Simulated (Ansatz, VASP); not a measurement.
# Cross-check of Ti2CO2 between VASP and Ansatz

Wanted: the spread between two codes on one cell, functional and k mesh. The cell is taken from a series of runs on this material, whose earlier steps may have relaxed, scaled, displaced or heated it; both programs get it as it stands.

Calculated with Ansatz 0.2.0; plane waves, with VASP 6.6.1 beside it; single point at PBEsol.

## Step 1: Set-up

The cell holds 10 atoms: 2 C, 4 Ti and 4 O. Its edges and angles: a = 2.985 Å, b = 2.985 Å, c = 45.500 Å, α = 90.0°, β = 90.0°, γ = 120.0°. Vacuum lies along c.

## Step 2: Ansatz: single point, PBEsol, pair 1

Ansatz runs on its PAW soft_1 files.

A single point gives forces, pressure and levels at one fixed geometry, so differences don't come from the geometry; what else differs is listed under the comparison.

Contents of input.yaml:

```yaml
crystal:
  lattice:
    - [2.9853103339, 0.0, 0.0]
    - [-1.4926551669, 2.5853545873, 0.0]
    - [0.0, 0.0, 45.5]
  atoms:
    - { symbol: C, position: [0.0, 0.0, 0.425971892] }
    - { symbol: Ti, position: [0.3333333333, 0.6666666667, 0.4543806362] }
    - { symbol: Ti, position: [0.6666666667, 0.3333333333, 0.3975927658] }
    - { symbol: O, position: [0.6666666667, 0.3333333333, 0.4740695029] }
    - { symbol: O, position: [0.3333333333, 0.6666666667, 0.3776272809] }
    - { symbol: C, position: [0.6666666667, 0.3333333333, 0.5740211048] }
    - { symbol: Ti, position: [0.3333333333, 0.6666666667, 0.6024019226] }
    - { symbol: Ti, position: [0.0, 0.0, 0.5456576763] }
    - { symbol: O, position: [0.0, 0.0, 0.6223727191] }
    - { symbol: O, position: [0.3333333333, 0.6666666667, 0.5258329942] }
  periodic: [true, true, false]
kpoints:
  mp_grid: { grid: [12, 12, 1] }
hamiltonian:
  xc: pbesol
  pseudopotentials: { kind: paw, azcp: { folder: soft_1 }, xc_functional: pbe }
scf:
  occupations: { method: fixed }
  n_extra_bands: 7
output:
  eigenvalues: true
  forces: true
  stress: true
  band_densities: [{ e_range: [-0.08, 0] }, { e_range: [0.08, 0.21] }]
  volumetric_format: npy
```

Launch:

```
> ansatz run input.yaml --threads 4 --pin off --max-ram 17510MiB --backend cpu --events-out ev --progress --plain --runs-dir out
```

Numbers of over 12 decimals in the logs are rounded to 6 here.

What it wrote:

```text
scf.n_extra_bands = 7 over 40 filled bands (N_el = 80.0): the run solves 47 bands
Engine: ansatz 0.2.0, aarch64-unknown-linux-gnu
Pseudopotentials: kind: paw
Pseudopotential: C, paw, valence charge 4, recommended cutoff 420 eV (normal), soft_1/C.paw.azcp
Pseudopotential: Ti, paw, valence charge 12, recommended cutoff 420 eV (normal), soft_1/Ti.paw.azcp
Pseudopotential: O, paw, valence charge 6, recommended cutoff 420 eV (normal), soft_1/O.paw.azcp
Functional definition: PBEsol
  exchange = pbesol_x
  correlation = pbesol_c
Crystal: 10 atoms, lattice volume = 351.173 Å³
Basis set: ecut = 420 eV, 6669 PW (Γ), exchange–correlation on 40×40×640 points (8 copies of the dense FFT grid, shifted against one another)
Bands: 47, of which v1, the nominal top of the filled ones, is band 40 counted from 1 (39 counted from 0)
Symmetry: 6 space group operations
Space group: P3m1 (ITA 156), of the structure as read, at distance tolerance 7.1e-5 Å
k-points: 19 of 144 (time reversal used)
Non-local potential: C, projectors of the file, l = 0: 2, l = 1: 2, l = 2: 1
Non-local potential: Ti, projectors of the file, l = 0: 3, l = 1: 2, l = 2: 3, l = 3: 1
Non-local potential: O, projectors of the file, l = 0: 2, l = 1: 2, l = 2: 1
PAW form: soft (Blöchl's): semilocal exchange-correlation on the pseudo side does not see the compensation charge
PAW frozen core: C, regenerated for the run's functional, and the local potential with it (the file was generated under x = pbe(κ = 0.804, μ = 0.219515), c = pbe(β = 0.066725))
PAW frozen core: Ti, regenerated for the run's functional, and the local potential with it (the file was generated under x = pbe(κ = 0.804, μ = 0.219515), c = pbe(β = 0.066725))
PAW frozen core: O, regenerated for the run's functional, and the local potential with it (the file was generated under x = pbe(κ = 0.804, μ = 0.219515), c = pbe(β = 0.066725))
PAW one-centre angular grid: C, 110 points (default); XC on 64 Gauss nodes
PAW one-centre angular grid: Ti, 590 points (default); XC on 64 Gauss nodes
PAW one-centre angular grid: O, 110 points (default); XC on 64 Gauss nodes
Initial density: superposition of atomic densities (neutral atoms: chi_scale 0, normalization atom)
Initial wavefunctions: pseudopotential atomic-orbital guess
Functional: x = pbesol(κ = 0.804, μ = 0.123457), c = pbesol(β = 0.046)
SCF iter   1: F=—  HF=-12656.598293 eV  |F-HF|=—  |Δ(HF+E_count)|=         —  Δρ=1.16e-1  dr2=5.61e1  ethr=3.10e-3  ⟨swp⟩=6.6  Hψ=4841  notcnv=0  defer=89
preconditioner: auto → Resta (q_TF=auto, 2.132 Å⁻¹)  ε∞=2.6  [insulator: Δε(μ)=2.691 eV  Ē_g=10.908 eV  n_scr=30 (ndim 8)  ℏωp=13.7 eV  f_vac=0.684  ε∞_Penn≈2.6  vacuum switching on, ρ_ref=8.6e-3 e/Å³]
SCF iter   2: F=—  HF=-12648.327608 eV  |F-HF|=—  |Δ(HF+E_count)|=    8.27e0  Δρ=1.00e-1  dr2=3.64e1  ethr=3.10e-3  ⟨swp⟩=5.8  Hψ=3127  notcnv=0  defer=84
SCF iter   3: F=—  HF=-12643.855074 eV  |F-HF|=—  |Δ(HF+E_count)|=    4.47e0  Δρ=2.71e-2  dr2=2.92e0  ethr=3.10e-3  ⟨swp⟩=4.7  Hψ=2524  notcnv=0  defer=93
SCF iter   4: F=—  HF=-12643.293984 eV  |F-HF|=—  |Δ(HF+E_count)|=   5.61e-1  Δρ=1.05e-2  dr2=3.39e-1  ethr=3.10e-3  ⟨swp⟩=3.0  Hψ=1665  notcnv=0  defer=88
SCF iter   5: F=—  HF=-12643.337020 eV  |F-HF|=—  |Δ(HF+E_count)|=   4.30e-2  Δρ=9.43e-3  dr2=7.95e-1  ethr=4.24e-4  ⟨swp⟩=4.2  Hψ=2268  notcnv=0  defer=94  recentre
SCF iter   6: F=—  HF=-12643.280611 eV  |F-HF|=—  |Δ(HF+E_count)|=   5.64e-2  Δρ=5.78e-3  dr2=1.89e-1  ethr=4.24e-4  ⟨swp⟩=4.2  Hψ=1722  notcnv=0  defer=78
SCF iter   7: F=—  HF=-12643.262010 eV  |F-HF|=—  |Δ(HF+E_count)|=   1.86e-2  Δρ=2.18e-3  dr2=1.54e-2  ethr=2.37e-4  ⟨swp⟩=3.5  Hψ=1410  notcnv=0  defer=92
SCF iter   8: F=—  HF=-12643.265505 eV  |F-HF|=—  |Δ(HF+E_count)|=   3.49e-3  Δρ=1.85e-3  dr2=1.64e-2  ethr=1.92e-5  ⟨swp⟩=3.7  Hψ=2070  notcnv=0  defer=95
SCF iter   9: F=—  HF=-12643.264120 eV  |F-HF|=—  |Δ(HF+E_count)|=   1.39e-3  Δρ=1.18e-3  dr2=7.09e-3  ethr=1.92e-5  ⟨swp⟩=3.5  Hψ=1562  notcnv=0  defer=95
SCF iter  10: F=—  HF=-12643.263308 eV  |F-HF|=—  |Δ(HF+E_count)|=   8.11e-4  Δρ=7.15e-4  dr2=2.88e-3  ethr=8.87e-6  ⟨swp⟩=3.7  Hψ=1384  notcnv=0  defer=95
SCF iter  11: F=—  HF=-12643.263104 eV  |F-HF|=—  |Δ(HF+E_count)|=   2.04e-4  Δρ=3.34e-4  dr2=1.03e-3  ethr=3.61e-6  ⟨swp⟩=3.8  Hψ=1905  notcnv=0  defer=95
SCF iter  12: F=—  HF=-12643.263040 eV  |F-HF|=—  |Δ(HF+E_count)|=   6.39e-5  Δρ=8.78e-5  dr2=4.97e-5  ethr=1.29e-6  ⟨swp⟩=2.9  Hψ=1460  notcnv=0  defer=94
SCF iter  13: F=—  HF=-12643.263156 eV  |F-HF|=—  |Δ(HF+E_count)|=   1.16e-4  Δρ=4.39e-5  dr2=1.44e-5  ethr=6.21e-8  ⟨swp⟩=3.8  Hψ=1983  notcnv=0  defer=94
SCF iter  14: F=—  HF=-12643.263155 eV  |F-HF|=—  |Δ(HF+E_count)|=   1.17e-6  Δρ=1.68e-5  dr2=8.98e-7  ethr=1.80e-8  ⟨swp⟩=2.9  Hψ=1394  notcnv=0  defer=93
SCF iter  15: F=—  HF=-12643.263155 eV  |F-HF|=—  |Δ(HF+E_count)|=   4.87e-7  Δρ=1.26e-5  dr2=5.54e-7  ethr=1.12e-9  ⟨swp⟩=3.1  Hψ=1972  notcnv=0  defer=93
SCF iter  16: F=-12643.263155 eV  HF=-12643.263155 eV  |F-HF|=5.14e-8  |Δ(HF+E_count)|=   5.63e-8  Δρ=4.39e-6  dr2=7.19e-8  ethr=1.25e-10  ⟨swp⟩=20.0  Hψ=6650  notcnv=0
SCF 1 converged in 16 iterations: F = -12643.263155 eV  dr2 = 7.19e-8
  greatest PAW one-centre occupation: 0.998 electrons in one spin orbital (limit 2), on the Ti atom at site 7 (counted from 0), in its partial waves of l = 0
SCF converged after 16 iterations
Free energy (F): -12643.263155 eV
Harris-Foulkes:  -12643.263155 eV  (|F-HF|=5.14e-8)
Internal energy: -12643.263155 eV  (E = F + TS)
E sigma→0 (E₀):  -12643.263155 eV
Fermi energy:    -5.731866 eV
--- Per-component energies (eV) ---
  E_band       = -2071.701198
  E_kinetic    = 1968.094568
  E_local      = -535227.069222  (includes V_loc(G=0)·N_el)
  E_nonlocal   = 496.978234
  E_hartree    = 266313.847555
  E_xc         = -842.946525
  E_vxc        = -1066.074549  (∫ρ·V_xc dr)
  E_paw        = -4881.678238  (= ΣΔE_a)
  E_vpaw       = -871.356362  (= ΣTr[D̂ρ^β])
  E_aug_tail   = 0.002876  (compensation charges beyond the density's cutoff)
  E_ewald      = 259528.766705
  E_core_change = 0.740891  (= ΣΔE_core)
  E_smearing   = -0.000000  (= −TS)
  E_closure    = 0.000000  (closes the sum)
  Σ components = -12643.263155   (vs F -12643.263155, Δ=0.00e0)
--- Forces (eV/Å), atoms counted from 1 ---
  atom   1  C     -0.00000000     0.00000000    -0.01235406
  atom   2  Ti     0.00000000     0.00000000    -0.07516829
  atom   3  Ti    -0.00000000    -0.00000000    -0.10067275
  atom   4  O      0.00000000     0.00000000     0.01455386
  atom   5  O     -0.00000000    -0.00000000    -0.02888896
  atom   6  C     -0.00000000    -0.00000000     0.02431354
  atom   7  Ti    -0.00000000    -0.00000000     0.10565763
  atom   8  Ti     0.00000000     0.00000000     0.02523785
  atom   9  O     -0.00000000     0.00000000     0.02628507
  atom  10  O      0.00000000     0.00000000     0.02106167
  max |Σ_I F_I| component: 2.56e-5 eV/Å
--- 2D stress c σ (N/m, compression-positive) ---
        4.864676      -0.000000       0.000000
       -0.000000       4.864676       0.000000
        0.000000       0.000000       0.000000
  P = ½ c Tr σ = 4.8647 N/m
--- Band table (eV; the first three rows and the last of 19) ---
  k-point 0: bands = [... 36 lower, -5.9310, -5.9310, -5.7319, -5.7319, -5.2840, -5.2840, -5.0962, -5.0962, ... 3 higher]
  k-point 1: bands = [... 36 lower, -6.6548, -6.5106, -6.4301, -6.2340, -5.0852, -4.8952, -4.8037, -4.6112, ... 3 higher]
  k-point 2: bands = [... 36 lower, -7.0205, -6.9681, -6.8263, -6.7571, -5.2474, -5.0553, -4.5509, -4.3626, ... 3 higher]
  k-point 18: bands = [... 36 lower, -8.8842, -8.8777, -8.6857, -8.6581, -4.7308, -4.5508, -4.2941, -4.2731, ... 3 higher]
--- Band densities, each state counted as filled ---
  window                                       electrons  max residual (eV)  cut levels
  e_range: [-0.08, 0]                           0.027778             1.2e-6           0
  e_range: [0.08, 0.21]                         0.083333             4.6e-4           0
```

## Step 3: VASP: single point, PBEsol, pair 1

The same cell, functional and mesh now go to VASP, with its own data sets.

Lines of VASP's logs that name or quote its potential files are left out, and so is its time.

Contents of INCAR:

```
SYSTEM = Ti2CO2
PREC = Accurate
ENCUT = 520
EDIFF = 1E-06
NELM = 120
ISMEAR = 0
SIGMA = 0.01
LREAL = .FALSE.
ALGO = Normal
GGA = PS
NBANDS = 50
LASPH = .TRUE.
LORBIT = 11
LWAVE = .FALSE.
LCHARG = .FALSE.
ISIF = 2
LDIPOL = .TRUE.
IDIPOL = 3
DIPOL = 0.5 0.5 0.5
LVHAR = .TRUE.
GGA_COMPAT = .FALSE.
NELMDL = -8
KPAR = 2
```

Contents of POSCAR:

```
Ti2CO2
1.0
    2.9853103339      0.0000000000      0.0000000000
   -1.4926551669      2.5853545873      0.0000000000
    0.0000000000      0.0000000000     45.5000000000
C Ti O
2 4 4
Direct
    0.0000000000      0.0000000000      0.4259718920
    0.6666666667      0.3333333333      0.5740211048
    0.3333333333      0.6666666667      0.4543806362
    0.6666666667      0.3333333333      0.3975927658
    0.3333333333      0.6666666667      0.6024019226
    0.0000000000      0.0000000000      0.5456576763
    0.6666666667      0.3333333333      0.4740695029
    0.3333333333      0.6666666667      0.3776272809
    0.0000000000      0.0000000000      0.6223727191
    0.3333333333      0.6666666667      0.5258329942
```

Contents of KPOINTS:

```
Automatic mesh
0
Gamma
12 12 1
0 0 0
```

Potentials, in the order of the species: C, Ti_sv and O (PBE family, release 64).

Launch:

```
> mpirun -np 2 vasp_std
```

What it wrote:

```text
[banner, memory and clock lines left out]
running    2 mpi-ranks, on    1 nodes
 distrk:  each k-point on    1 cores,    2 groups
 distr:  one band on    1 cores,    1 groups

 POSCAR found type information on POSCAR C TiO
 POSCAR found :  3 types and      10 ions
|                                                                             |
|               ----> ADVICE to this user running VASP <----                  |
|                                                                             |
|     You enforced a specific xc type in the INCAR file but a different       |
|     [... a line on the potential file left out ...]
|     I HOPE YOU KNOW WHAT YOU ARE DOING!                                     |
|                                                                             |

 LDA part: xc-table for (Slater+PW92), standard interpolation
 POSCAR, INCAR and KPOINTS ok, starting setup
 FFT: planning ... GRIDC
 FFT: planning ... GRID_SOFT
 FFT: planning ... GRID
 WAVECAR not read
 entering main loop
       N       E                     dE             d eps       ncg     rms          rms(c)
DAV:   1     0.104986037310E+04    0.10499E+04   -0.40999E+04  2244   0.151E+03
DAV:   2     0.613700320305E+02   -0.98849E+03   -0.95554E+03  2242   0.464E+02
DAV:   3    -0.104102610986E+03   -0.16547E+03   -0.16166E+03  2690   0.184E+02
DAV:   4    -0.120285176498E+03   -0.16183E+02   -0.16159E+02  3040   0.533E+01
DAV:   5    -0.121509976790E+03   -0.12248E+01   -0.12246E+01  2856   0.129E+01
DAV:   6    -0.121551381744E+03   -0.41405E-01   -0.41404E-01  2880   0.263E+00
DAV:   7    -0.121553614395E+03   -0.22327E-02   -0.22326E-02  2904   0.487E-01
DAV:   8    -0.121553650911E+03   -0.36516E-04   -0.36515E-04  2928   0.797E-02    0.420E+01
DAV:   9    -0.965408853069E+02    0.25013E+02   -0.18805E+02  2512   0.929E+01    0.168E+01
DAV:  10    -0.952567541944E+02    0.12841E+01   -0.40837E+01  2482   0.398E+01    0.115E+01
DAV:  11    -0.946720431046E+02    0.58471E+00   -0.84862E+00  2644   0.217E+01    0.419E+00
DAV:  12    -0.944802888440E+02    0.19175E+00   -0.17343E+00  2820   0.969E+00    0.152E+00
DAV:  13    -0.944907127635E+02   -0.10424E-01   -0.33006E-01  2880   0.504E+00    0.999E-01
DAV:  14    -0.944835746104E+02    0.71382E-02   -0.86963E-02  2780   0.253E+00    0.689E-01
[...]
DAV:  25    -0.944786450078E+02   -0.59031E-04   -0.22200E-06  1648   0.836E-03    0.255E-03
DAV:  26    -0.944787095785E+02   -0.64571E-04   -0.32685E-06  1800   0.919E-03    0.144E-03
DAV:  27    -0.944787615662E+02   -0.51988E-04   -0.22023E-06  1608   0.535E-03    0.882E-04
DAV:  28    -0.944787803334E+02   -0.18767E-04   -0.51461E-07  1340   0.298E-03    0.679E-04
DAV:  29    -0.944787909412E+02   -0.10608E-04   -0.22798E-07  1220   0.262E-03    0.351E-04
DAV:  30    -0.944787981269E+02   -0.71857E-05   -0.27201E-07  1282   0.215E-03    0.300E-04
DAV:  31    -0.944788006225E+02   -0.24955E-05   -0.72069E-08  1114   0.135E-03    0.306E-04
DAV:  32    -0.944788015998E+02   -0.97731E-06   -0.26845E-08  1088   0.734E-04
   1 F= -.94478802E+02 E0= -.94478802E+02  d E =-.149600E-07
```

Parts of OUTCAR (step 3):

```text
ion  position               nearest neighbor table
   1  0.000  0.000  0.426-   4 2.15   4 2.15   4 2.15   3 2.15   3 2.15   3 2.15
   2  0.667  0.333  0.574-   6 2.15   6 2.15   6 2.15   5 2.15   5 2.15   5 2.15
   3  0.333  0.667  0.454-   7 1.94   7 1.94   7 1.94   1 2.15   1 2.15   1 2.15
   4  0.667  0.333  0.398-   8 1.95   8 1.95   8 1.95   1 2.15   1 2.15   1 2.15
   5  0.333  0.667  0.602-   9 1.95   9 1.95   9 1.95   2 2.15   2 2.15   2 2.15
   6  0.000  0.000  0.546-  10 1.95  10 1.95  10 1.95   2 2.15   2 2.15   2 2.15
   7  0.667  0.333  0.474-   3 1.94   3 1.94   3 1.94
   8  0.333  0.667  0.378-   4 1.95   4 1.95   4 1.95
   9  0.000  0.000  0.622-   5 1.95   5 1.95   5 1.95
  10  0.333  0.667  0.526-   6 1.95   6 1.95   6 1.95

  LATTYP: Found a hexagonal cell.
 ALAT       =     2.9853103339
 C/A-ratio  =    15.2412965189

 Subroutine GETGRP returns: Found  6 space group operations
 (whereof  6 operations were pure point group operations)

The static configuration has the point symmetry C_3v.

 Found     19 irreducible k-points:

   k-points           NKPTS =     19   k-points in BZ     NKDIM =     19   number of bands    NBANDS=     50

   dimension x,y,z NGX =    24 NGY =   24 NGZ =  350
   dimension x,y,z NGXF=    48 NGYF=   48 NGZF=  700

   ENCUT  =  520.0 eV  38.22 Ry    6.18 a.u.   5.55  5.55 84.60*2*pi/ulx,y,z

   NELECT =      80.0000    total number of electrons

 k-points in reciprocal lattice and weights: Automatic mesh
   0.00000000  0.00000000  0.00000000       0.007
   0.08333333 -0.00000000  0.00000000       0.042
   0.16666667 -0.00000000  0.00000000       0.042
   0.25000000 -0.00000000  0.00000000       0.042
   0.33333333  0.00000000  0.00000000       0.042
   0.41666667  0.00000000  0.00000000       0.042
   0.50000000 -0.00000000  0.00000000       0.021
   0.08333333  0.08333333  0.00000000       0.042
   0.16666667  0.08333333  0.00000000       0.083
[...]
0.33333333  0.25000000  0.00000000       0.083
   0.33333333  0.33333333  0.00000000       0.014

 dipolmoment           0.000000      0.000000     -0.008009 electrons x Angstroem

 average (electrostatic) potential at core
       1 -55.6810       2 -55.8721       3 -83.1907       4 -83.1795       5 -83.3690
       6 -83.3700       7 -77.6751       8 -77.6062       9 -77.7950      10 -77.8458

 E-fermi :  -1.7762

 k-point     1 :       0.0000    0.0000    0.0000
  band No.  band energies     occupation
    ...
     36      -2.7942      2.00000
     37      -2.0047      2.00000
     38      -2.0047      2.00000
     39      -1.8066      1.99998
     40      -1.8066      1.99998
     41      -1.3674      0.00000
     42      -1.3674      0.00000
     43      -1.1807      0.00000
     44      -1.1807      0.00000
     45      -0.4950      0.00000
    ...

 k-point     2 :       0.0833   -0.0000    0.0000
  band No.  band energies     occupation
    ...
     36      -2.8138      2.00000
     37      -2.7297      2.00000
     38      -2.5856      2.00000
     39      -2.5048      2.00000
     40      -2.3098      2.00000
     41      -1.1674      0.00000
     42      -0.9785      0.00000
     43      -0.8854      0.00000
     44      -0.6939      0.00000
     45      -0.5803      0.00000
    ...

 k-point     3 :       0.1667   -0.0000    0.0000
  band No.  band energies     occupation
    ...
     36      -3.8045      2.00000
     37      -3.0937      2.00000
     38      -3.0399      2.00000
     39      -2.9005      2.00000
     40      -2.8293      2.00000
     41      -1.3288      0.00000
     42      -1.1377      0.00000
     43      -0.6347      0.00000
     44      -0.4475      0.00000
     45      -0.3065      0.00000
    ...

  Total        2.8000841      2.8000841      1.7754271      0.0000000      0.0000000     -0.0000000
  in kB       12.7749926     12.7749926      8.1001384      0.0000000      0.0000000     -0.0000000
  external PRESSURE =      11.2167079 kB  Pullay stress =       0.0000000 kB

  energy-cutoff  :      520.00
  volume of cell :      351.17
      direct lattice vectors                 reciprocal lattice vectors
     2.985310334  0.000000000  0.000000000     0.334973550  0.193397069  0.000000000
    -1.492655167  2.585354587  0.000000000     0.000000000  0.386794138  0.000000000
     0.000000000  0.000000000 45.500000000     0.000000000  0.000000000  0.021978022

 POSITION                                       TOTAL-FORCE (eV/Angst)
 -----------------------------------------------------------------------------------
      0.00000      0.00000     19.38172        -0.000000      0.000000     -0.011790
      1.49266      0.86178     26.11796         0.000000      0.000000      0.023985
     -0.00000      1.72357     20.67432         0.000000     -0.000000     -0.105427
      1.49266      0.86178     18.09047         0.000000      0.000000     -0.071530
     -0.00000      1.72357     27.40929        -0.000000      0.000000      0.076436
      0.00000      0.00000     24.82742        -0.000000      0.000000      0.056118
      1.49266      0.86178     21.57016        -0.000000      0.000000      0.064944
     -0.00000      1.72357     17.18204         0.000000     -0.000000     -0.079026
      0.00000      0.00000     28.31796        -0.000000      0.000000      0.076427
     -0.00000      1.72357     23.92540        -0.000000      0.000000     -0.030137
 -----------------------------------------------------------------------------------
    total drift:                                0.000001     -0.000000     -0.000030

  FREE ENERGIE OF THE ION-ELECTRON SYSTEM (eV)
  ---------------------------------------------------
  free  energy   TOTEN  =       -94.4788015998 eV

  energy  without entropy=      -94.4788015848  energy(sigma->0) =      -94.47880159

 vacuum level on the upper side and lower side of the slab         3.857         4.045

 total charge
# of ion       s       p       d       tot
------------------------------------------
    1        0.885   1.545   0.000   2.430
    2        0.885   1.545   0.000   2.431
    3        2.216   6.295   1.903  10.414
    4        2.216   6.293   1.897  10.405
    5        2.216   6.293   1.897  10.405
    6        2.216   6.294   1.901  10.411
    7        1.576   3.456   0.000   5.033
    8        1.575   3.449   0.000   5.024
    9        1.575   3.449   0.000   5.024
   10        1.577   3.452   0.000   5.029
--------------------------------------------------
tot         16.938  42.070   7.598  66.607

[... 3 further parts left out ...]
```

This run has no spin polarisation, so a moment on Ti, if there is one, isn't seen. The gap is read on the k-mesh alone, so it is an upper bound where the band edges lie off the mesh. The PAW data sets were made with PBE, which is usual practice but a small mismatch for other functionals.

[end of part 1 of 2]

[Lines on the potential files, build, host, timing and source positions are cut from VASP's logs without a mark.]

[Logs are printed without paths, hosts, clocks, repeated set-up lines and the standing remarks that a program may print on its own settings, such as how far it seeks lower states.]

[Hosts, paths, dates, database ids (printed as entryN), source tags and the programs' standing remarks are cut or masked in the printed files.]
